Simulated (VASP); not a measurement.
# HPbNO4 (P1) in VASP: equation of state

How stiff is HPbNO4 in PBE, and what volume does it want? The cell is scaled to several volumes.

All numbers are computed with VASP 6.6.1; they aren't measurements. Logs are shortened: lines on timing, memory, paths and dates and some standing lists are left out, and cuts for length are marked.

## Step 1: Starting point

The typed cell holds 7 atoms: a = 4.204 Å, b = 4.339 Å, c = 6.729 Å, α = 71.95°, β = 72.29°, γ = 62.23°.

The cell was built by a generator and needn't be a form met in nature.

## Step 2: Equation of state, PBE, 13.62 Å³/atom (volume scaled by 0.94)

The input, INCAR:

```
SYSTEM = HPbNO4
PREC = Accurate ; ENCUT = 520
EDIFF = 1E-7 ; ISMEAR = -1
SIGMA = 0.05 ; LREAL = .FALSE.
LASPH = .TRUE. ; NELM = 100
ALGO = Normal ; ISIF = 2
LWAVE = .FALSE. ; LCHARG = .FALSE.
GGA = PE ; NBANDS = 31
KPAR = 4
```

The input, KPOINTS:

```
regular mesh
0
G
  7 7 5
  0 0 0
```

The input, POSCAR:

```
HPbNO4
1.0
    4.1182485721      0.0000000000      0.0000000000
    1.9804488277      3.7611404561      0.0000000000
    2.0050756225      1.2528906330      6.1530938164
H Pb N O
1 1 1 4
Direct
    0.8914500000      0.6820200000      0.6279600000
    0.1442600000      0.9287200000      0.8835200000
    0.2567000000      0.2886100000      0.3017100000
    0.8310800000      0.6505600000      0.7840500000
    0.3869400000      0.2238000000      0.1129500000
    0.3110400000      0.0357600000      0.4585600000
    0.0772600000      0.6063300000      0.3227500000
```

Potentials or basis: VASP PAW PBE potentials, release 64 (H, Pb_d, N, O).

On the command line:

```bash
$ cat potpaw_PBE.64/H/POTCAR potpaw_PBE.64/Pb_d/POTCAR potpaw_PBE.64/N/POTCAR potpaw_PBE.64/O/POTCAR > POTCAR
$ mpirun -np 4 vasp_std > vasp.out
```

OUTCAR:

```text
SYSTEM = HPbNO4
   PREC = Accurate
   ENCUT = 520
   EDIFF = 1E-7
   ISMEAR = -1
   LREAL = .FALSE.
   LASPH = .TRUE.
   NELM = 100
   ISIF = 2
   GGA = PE

 Found    123 irreducible k-points:

 Following reciprocal coordinates:
            Coordinates               Weight
  0.000000  0.000000  0.000000      1.000000
  0.142857  0.000000  0.000000      2.000000
  0.285714 -0.000000  0.000000      2.000000
  0.428571  0.000000  0.000000      2.000000
  0.000000  0.142857  0.000000      2.000000
  0.142857  0.142857  0.000000      2.000000
   k-points           NKPTS =    123   k-points in BZ     NKDIM =    123   number of bands    NBANDS=     31
   number of dos      NEDOS =    301   number of ions     NIONS =      7
   total plane-waves  NPLWV =  51200
   dimension x,y,z NGX =    32 NGY =   32 NGZ =   50
   dimension x,y,z NGXF=    64 NGYF=   64 NGZF=  100
   ions per type =               1   1   1   4
   NGX,Y,Z   is equivalent  to a cutoff of  12.92, 12.52, 12.61 a.u.
   NGXF,Y,Z  is equivalent  to a cutoff of  25.84, 25.03, 25.22 a.u.
 SYSTEM =  HPbNO4
   PREC   = accura    normal or accurate (medium, high low for compatibility)
   ISTART =      0    job   : 0-new  1-cont  2-samecut
   ICHARG =      2    charge: 1-file 2-atom 10-const
   ISPIN  =      1    spin polarized calculation?
   LNONCOLLINEAR =      F non collinear calculations
   LSORBIT =      F    spin-orbit coupling
   LASPH  =      T    aspherical Exc in radial PAW
   ENCUT  =  520.0 eV  38.22 Ry    6.18 a.u.   7.66  7.90 12.26*2*pi/ulx,y,z
   NELM   =    100;   NELMIN=  2; NELMDL= -5     # of ELM steps
   EDIFF  = 0.1E-06   stopping-criterion for ELM
   LREAL  =      F    real-space projection
   EDIFFG = 0.1E-05   stopping-criterion for IOM
   NSW    =      0    number of steps for IOM
   IBRION =     -1    ionic relax: 0-MD 1-quasi-New 2-CG
   NFREE  =      0    steps in history (QN), initial steepest desc. (CG)
   ISIF   =      2    stress and relaxation
   ISYM   =      2    0-nonsym 1-usesym 2-fastsym
   POTIM  = 0.5000    time-step for ionic-motion
   TEBEG  =    0.0;   TEEND  =   0.0 temperature during run
   PSTRESS=    0.0 pullay stress
   NELECT =      44.0000    total number of electrons
   NUPDOWN=      -1.0000    fix difference up-down
   EMIN   =  10.00;   EMAX   =-10.00  energy-range for DOS
   EFERMI =   0.00;   METHOD = LEGACY
   ISMEAR =    -1;   SIGMA  =   0.05  broadening in eV -4-tet -1-fermi 0-gaus
   EFERMI_NEDOS =   21; number of points for ismear=-14 and -15
   IALGO  =     38    algorithm
   IMIX   =      4    mixing-type and parameters
     AMIX     =   0.40;   BMIX     =  1.00
     AMIX_MAG =   1.60;   BMIX_MAG =  1.00
  volume/ion in A,a.u.               =      13.62        91.88
  Fermi-wavevector in a.u.,A,eV,Ry     =   1.265272  2.391017 21.781741  1.600913
  Thomas-Fermi vector in A             =   2.398534
   LORBIT       =      0    0 simple, 1 ext, 2 COOP (PROOUT), +10 PAW based schemes
   GGA     = PE    functional components
   LHFCALC =     F    Hartree Fock is set to
   AEXX    =    0.0000 exact exchange contribution
   IVDW    =     0    specifies the selected vdW correction
   LEPSILON=     F    determine dielectric tensor
   LRPA    =     F    only Hartree local field effects (RPA)
 non-spin polarized calculation
  energy-cutoff  :      520.00
  volume of cell :       95.31
 maximum number of plane-waves:      2589
   NGX = 15   NGY = 15   NGZ = 25

 number of electron      44.0000000 magnetization

 Free energy of the ion-electron system (eV)
  ---------------------------------------------------
  ext. energy  EPLUGINS =         0.00000000
  ---------------------------------------------------
  free energy    TOTEN  =       -40.27208633 eV

  energy without entropy =      -40.27208633  energy(sigma->0) =      -40.27208633

 E-fermi :   2.6030     XC(G=0):  -8.8909

 val. band max:        1.5202876569   @ k =  -0.2857   0.2857   0.4000
 cond. band min:       4.3492931358   @ k =  -0.2857   0.4286   0.4000
 fundamental gap:      2.8290054789
 Fermi energy:         2.6029987663

 k-point     1 :       0.0000    0.0000    0.0000
  band No.  band energies     occupation
      1     -25.3111      2.00000
      2     -19.6648      2.00000
      3     -19.3184      2.00000
      4     -16.5700      2.00000
      5     -13.7808      2.00000
      6     -13.7595      2.00000
      7     -13.7566      2.00000
      8     -13.7388      2.00000
      9     -13.7324      2.00000
     10      -8.7889      2.00000
     11      -6.8730      2.00000
     12      -6.6439      2.00000
     13      -6.2358      2.00000
     14      -4.7514      2.00000
     15      -2.0318      2.00000
     16      -1.3086      2.00000
     17      -1.0867      2.00000
     18      -0.8250      2.00000
     19      -0.7845      2.00000
     20      -0.2870      2.00000
     21      -0.0850      2.00000
     22       0.6229      2.00000
[... 65 lines left out ...]
     20      -0.2199      2.00000
     21       0.5201      2.00000
     22       1.0119      2.00000
     23       4.8405      0.00000
     24       6.1905      0.00000
     25       6.9074      0.00000
     26       7.9785      0.00000
     27       9.3504      0.00000
     28      11.0284      0.00000
     29      11.6720      0.00000
     30      12.3903      0.00000
     31      13.4873      0.00000

 k-point     4 :       0.4286    0.0000    0.0000
  band No.  band energies     occupation
      1     -25.2821      2.00000
      2     -19.7134      2.00000
      3     -19.3299      2.00000
      4     -16.5440      2.00000
      5     -13.7976      2.00000
      6     -13.7743      2.00000
      7     -13.7557      2.00000
      8     -13.6843      2.00000
      9     -13.5584      2.00000
     10      -8.5567      2.00000
     11      -7.1718      2.00000
     12      -6.5674      2.00000
     13      -6.2828      2.00000
     14      -4.6546      2.00000
     15      -3.4836      2.00000
     16      -1.6351      2.00000
     17      -1.4362      2.00000
     18      -1.0915      2.00000
     19      -0.6814      2.00000
     20      -0.2109      2.00000
     21       0.6683      2.00000
     22       1.2293      2.00000
     23       4.6971      0.00000
     24       6.2100      0.00000
     25       7.1728      0.00000
     26       8.2900      0.00000
     27       9.9694      0.00000
     28      10.5551      0.00000
     29      11.6038      0.00000
     30      11.9502      0.00000
     31      13.3933      0.00000

 k-point     5 :       0.0000    0.1429    0.0000
  band No.  band energies     occupation
      1     -25.3019      2.00000
      2     -19.6866      2.00000
      3     -19.3251      2.00000
      4     -16.5646      2.00000
      5     -13.7873      2.00000
      6     -13.7606      2.00000
      7     -13.7550      2.00000
      8     -13.7332      2.00000
      9     -13.7002      2.00000
     10      -8.7070      2.00000
     11      -6.9140      2.00000
     12      -6.6218      2.00000
     13      -6.2718      2.00000
     14      -4.7944      2.00000
     15      -2.3656      2.00000
     16      -1.3163      2.00000
     17      -1.0724      2.00000
     18      -0.8974      2.00000
     19      -0.8220      2.00000
     20      -0.2423      2.00000
     21       0.2644      2.00000
     22       0.6949      2.00000
     23       5.0578      0.00000
     24       5.9350      0.00000
     25       6.6794      0.00000
     26       8.1416      0.00000
     27       8.4740      0.00000
     28      10.9971      0.00000
     29      12.0181      0.00000
     30      13.0258      0.00000
     31      13.7372      0.00000

 k-point     6 :       0.1429    0.1429    0.0000
  band No.  band energies     occupation
      1     -25.3050      2.00000
      2     -19.6748      2.00000
      3     -19.3212      2.00000
      4     -16.5635      2.00000
      5     -13.7893      2.00000
      6     -13.7745      2.00000
      7     -13.7461      2.00000
      8     -13.7341      2.00000
      9     -13.6844      2.00000
     10      -8.7389      2.00000
     11      -6.9441      2.00000
     12      -6.5868      2.00000
     13      -6.2685      2.00000
     14      -4.7875      2.00000
     15      -2.5036      2.00000
     16      -1.2921      2.00000
     17      -1.1319      2.00000
     18      -0.8404      2.00000
     19      -0.7298      2.00000
     20      -0.2490      2.00000
     21       0.1675      2.00000
     22       0.7101      2.00000
     23       5.0669      0.00000
     24       5.9913      0.00000
     25       6.9784      0.00000
     26       7.5675      0.00000
     27       8.7297      0.00000
     28      11.3109      0.00000
     29      12.1515      0.00000
     30      12.9168      0.00000
     31      13.5308      0.00000

 [... further k-points ...]
[... 5 lines left out ...]
  --------------------------------------------------------------------------------------
  -------------------------------------------------------------------------------------
  Total        1.3671115      5.6232425      6.3615362     -0.2105856     -0.1590629      0.0253078
  in kB       22.9820550     94.5304555    106.9416638     -3.5400841     -2.6739531      0.4254410
  external PRESSURE =      74.8180581 kB  Pullay stress =       0.0000000 kB

 VOLUME and BASIS-vectors are now :
 -----------------------------------------------------------------------------
  energy-cutoff  :      520.00
  volume of cell :       95.31
      direct lattice vectors                 reciprocal lattice vectors
     4.118248572  0.000000000  0.000000000     0.242821671 -0.127859063 -0.053092379
     1.980448828  3.761140456  0.000000000     0.000000000  0.265876803 -0.054137734
     2.005075623  1.252890633  6.153093816     0.000000000  0.000000000  0.162519869

 POSITION                                       TOTAL-FORCE (eV/Angst)
 -----------------------------------------------------------------------------------
      6.28103      3.35194      3.86390        -0.005317     -0.090364     -1.071976
      4.20491      4.60000      5.43638         0.016078      0.161193      0.085638
      2.23368      1.46351      1.85645         0.010585     -0.132081     -0.312680
      6.28307      3.42918      4.82433        -0.016306      0.000040      0.884894
      2.26321      0.98326      0.69499         0.053067     -0.797239     -1.712753
      2.27121      0.70902      2.82156         0.071885     -1.438009      1.804111
      2.16612      2.68486      1.98591        -0.129991      2.296460      0.322766
 -----------------------------------------------------------------------------------
    total drift:                                0.000150      0.000064      0.001006

  FREE ENERGIE OF THE ION-ELECTRON SYSTEM (eV)
  ---------------------------------------------------
  free  energy   TOTEN  =       -40.2720863289 eV

  energy  without entropy=      -40.2720863288  energy(sigma->0) =      -40.27208633
```

Run time: 69 s. Hardware: 4 MPI ranks of Intel Xeon 6975P-C (Granite Rapids), shared host; peak memory 0.44 GiB.

Results:

- Free energy: -40.2721 eV
- Pressure: 7.5 GPa
- Largest force: 2.323 eV/Å
- Band gap on the k mesh: 2.83 eV, indirect (least direct gap 2.86 eV)

Caveat: the standard files for N, O and F lose accuracy on very short bonds; spin-orbit coupling is left out, which as a rule narrows the gap of such compounds by several tenths of an eV; an odd mesh through Γ misses points on the zone boundary, where band edges often lie; forces of over 1 eV/Å show positions far from the minimum, so gaps and moduli don't describe the material at rest.

## Step 3: Equation of state, PBE, 13.90 Å³/atom (volume scaled by 0.96)

INCAR is that of step 2.

KPOINTS is that of step 2.

POSCAR, as its differences from that of step 2:

```diff
@@ -2,5 +2,5 @@
 1.0
-    4.1182485721      0.0000000000      0.0000000000
-    1.9804488277      3.7611404561      0.0000000000
-    2.0050756225      1.2528906330      6.1530938164
+    4.1472512781      0.0000000000      0.0000000000
+    1.9943961100      3.7876282335      0.0000000000
+    2.0191963386      1.2617140972      6.1964268907
 H Pb N O
```

Potentials or basis: VASP PAW PBE potentials, release 64 (H, Pb_d, N, O).

On the command line:

```bash
$ cat potpaw_PBE.64/H/POTCAR potpaw_PBE.64/Pb_d/POTCAR potpaw_PBE.64/N/POTCAR potpaw_PBE.64/O/POTCAR > POTCAR
$ mpirun -np 4 vasp_std > vasp.out
```

Run time: 76 s. Hardware: 4 MPI ranks of Intel Xeon 6975P-C (Granite Rapids), shared host; peak memory 0.45 GiB.

It converged, with:

| Property | Result |
| --- | --- |
| Free energy | -40.3539 eV |
| Pressure | 4.9 GPa |
| Largest force | 1.637 eV/Å |
| Band gap on the k mesh | 2.82 eV, indirect (least direct gap 2.84 eV) |

Caveat: the standard files for N, O and F lose accuracy on very short bonds; spin-orbit coupling is left out, which as a rule narrows the gap of such compounds by several tenths of an eV; an odd mesh through Γ misses points on the zone boundary, where band edges often lie; forces of over 1 eV/Å show positions far from the minimum, so gaps and moduli don't describe the material at rest.

## Step 4: Equation of state, PBE, 14.19 Å³/atom (volume scaled by 0.98)

INCAR is that of step 3.

KPOINTS is that of step 3.

POSCAR, as its differences from that of step 3:

```diff
@@ -2,5 +2,5 @@
 1.0
-    4.1472512781      0.0000000000      0.0000000000
-    1.9943961100      3.7876282335      0.0000000000
-    2.0191963386      1.2617140972      6.1964268907
+    4.1758539149      0.0000000000      0.0000000000
+    2.0081510006      3.8137506329      0.0000000000
+    2.0331222706      1.2704158487      6.2391622197
 H Pb N O
```

On the command line:

```bash
$ cat potpaw_PBE.64/H/POTCAR potpaw_PBE.64/Pb_d/POTCAR potpaw_PBE.64/N/POTCAR potpaw_PBE.64/O/POTCAR > POTCAR
$ mpirun -np 4 vasp_std > vasp.out
```

It took 66 s on 4 MPI ranks of Intel Xeon 6975P-C (Granite Rapids), shared host; peak memory 0.45 GiB.

It converged, with:

* Free energy: -40.4051 eV
* Pressure: 2.6 GPa
* Largest force: 1.004 eV/Å
* Band gap on the k mesh: 2.80 eV, indirect (least direct gap 2.83 eV)

Caveat: the standard files for N, O and F lose accuracy on very short bonds; spin-orbit coupling is left out, which as a rule narrows the gap of such compounds by several tenths of an eV; an odd mesh through Γ misses points on the zone boundary, where band edges often lie; forces of over 1 eV/Å show positions far from the minimum, so gaps and moduli don't describe the material at rest.

## Step 5: Equation of state, PBE, 14.77 Å³/atom (volume scaled by 1.02)

INCAR is that of step 4.

KPOINTS is that of step 4.

POSCAR, as its differences from that of step 4:

```diff
@@ -2,5 +2,5 @@
 1.0
-    4.1758539149      0.0000000000      0.0000000000
-    2.0081510006      3.8137506329      0.0000000000
-    2.0331222706      1.2704158487      6.2391622197
+    4.2319123346      0.0000000000      0.0000000000
+    2.0351092644      3.8649480258      0.0000000000
+    2.0604157593      1.2874704455      6.3229193580
 H Pb N O
```

On the command line:

```bash
$ cat potpaw_PBE.64/H/POTCAR potpaw_PBE.64/Pb_d/POTCAR potpaw_PBE.64/N/POTCAR potpaw_PBE.64/O/POTCAR > POTCAR
$ mpirun -np 4 vasp_std > vasp.out
```

Wall time 66 s (4 MPI ranks of Intel Xeon 6975P-C (Granite Rapids), shared host); peak memory 0.47 GiB.

The run converged. Its results:

```yaml
Free_energy: -40.4273 eV
Pressure: -1.3 GPa
Largest_force: 0.176 eV/Å
Band_gap_on_the_k_mesh: 2.77 eV, indirect (least direct gap 2.80 eV)
```

Caveat: the standard files for N, O and F lose accuracy on very short bonds; spin-orbit coupling is left out, which as a rule narrows the gap of such compounds by several tenths of an eV; an odd mesh through Γ misses points on the zone boundary, where band edges often lie.

## Step 6: Equation of state, PBE, 15.06 Å³/atom (volume scaled by 1.04)

INCAR is that of step 5.

KPOINTS is that of step 5.

POSCAR, as its differences from that of step 5:

```diff
@@ -2,5 +2,5 @@
 1.0
-    4.2319123346      0.0000000000      0.0000000000
-    2.0351092644      3.8649480258      0.0000000000
-    2.0604157593      1.2874704455      6.3229193580
+    4.2593930548      0.0000000000      0.0000000000
+    2.0483246299      3.8900457942      0.0000000000
+    2.0737954573      1.2958308775      6.3639784264
 H Pb N O
```

Potentials or basis: VASP PAW PBE potentials, release 64 (H, Pb_d, N, O).

On the command line:

```bash
$ cat potpaw_PBE.64/H/POTCAR potpaw_PBE.64/Pb_d/POTCAR potpaw_PBE.64/N/POTCAR potpaw_PBE.64/O/POTCAR > POTCAR
$ mpirun -np 4 vasp_std > vasp.out
```

Wall time 77 s (4 MPI ranks of Intel Xeon 6975P-C (Granite Rapids), shared host); peak memory 0.49 GiB.

The run converged. Its results:

```
Free energy            : -40.4037 eV
Pressure               : -2.9 GPa
Largest force          : 0.621 eV/Å
Band gap on the k mesh : 2.76 eV, indirect (least direct gap 2.78 eV)
```

Caveat: spin-orbit coupling is left out, which as a rule narrows the gap of such compounds by several tenths of an eV; an odd mesh through Γ misses points on the zone boundary, where band edges often lie.

## Step 7: Equation of state, PBE, 15.35 Å³/atom (volume scaled by 1.06)

INCAR is that of step 6.

KPOINTS is that of step 6.

POSCAR, as its differences from that of step 6:

```diff
@@ -2,5 +2,5 @@
 1.0
-    4.2593930548      0.0000000000      0.0000000000
-    2.0483246299      3.8900457942      0.0000000000
-    2.0737954573      1.2958308775      6.3639784264
+    4.2865236784      0.0000000000      0.0000000000
+    2.0613716353      3.9148238239      0.0000000000
+    2.0870047017      1.3040847999      6.4045144137
 H Pb N O
```

On the command line:

```bash
$ cat potpaw_PBE.64/H/POTCAR potpaw_PBE.64/Pb_d/POTCAR potpaw_PBE.64/N/POTCAR potpaw_PBE.64/O/POTCAR > POTCAR
$ mpirun -np 4 vasp_std > vasp.out
```

It took 75 s on 4 MPI ranks of Intel Xeon 6975P-C (Granite Rapids), shared host; peak memory 0.5 GiB.

The run converged. Its results:

| Quantity | Value |
| --- | --- |
| Free energy | -40.3601 eV |
| Pressure | -4.4 GPa |
| Largest force | 1.084 eV/Å |
| Band gap on the k mesh | 2.74 eV, indirect (least direct gap 2.76 eV) |

Caveat: spin-orbit coupling is left out, which as a rule narrows the gap of such compounds by several tenths of an eV; an odd mesh through Γ misses points on the zone boundary, where band edges often lie; forces of over 1 eV/Å show positions far from the minimum, so gaps and moduli don't describe the material at rest.

## Step 8: Equation of state, PBE

No new run: the results of the series are fitted here.

Results:

```yaml
Equilibrium_volume: 14.61 Å³/atom
Bulk_modulus_at_fixed_shape_and_positions: 94 GPa
Pressure_derivative_of_the_bulk_modulus: 4.4
```

Energy against volume, from the lowest point:
```csv
volume (Å³/atom),energy (meV/atom)
13.615,22.36
13.905,10.67
14.195,3.36
14.484,0.00
14.774,0.19
15.064,3.56
15.353,9.79
```

Caveat: the standard files for N, O and F lose accuracy on very short bonds; the cell was scaled at fixed shape and fractional positions, which overstates the stiffness of a crystal with free parameters, most of all of layers and chains. Spin-orbit coupling is left out, which matters for the levels of Pb.
